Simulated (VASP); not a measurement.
Consider the following.

```
CELL_PARAMETERS angstrom
      4.07300     0.00000     0.00000
      0.00000     4.07300     0.00000
      0.00000     0.00000     4.07300
ATOMIC_POSITIONS crystal
  Y  0.00000 0.00000 0.00000
  Pd 0.00000 0.50000 0.50000
  Pd 0.50000 0.00000 0.50000
  Pd 0.50000 0.50000 0.00000
```

The numbers are results of PBEsol GGA, VASP's PBE PAW potentials (set 64) (plane waves; VASP), not measurements. Settings: 300 eV cut-off, 7×7×7 Γ-centred mesh, Fermi-Dirac smearing of 0.10 eV, potentials Y_sv Pd.

At this cut-off the stress carries a Pulay error, which pulls relaxed volumes low.

Give the stress tensor in GPa (positive for a compressed cell).

```
-1.93   0.00   0.00
 0.00  -1.93   0.00
 0.00   0.00  -1.93
```
The pressure is its mean diagonal, -1.93 GPa.

The structure comes from a measured YPd3 entry of the Crystallography Open Database, whose conditions weren't checked. The cell was not relaxed at this level. The electron count is odd and the run is not spin-polarised, which forces a metal.
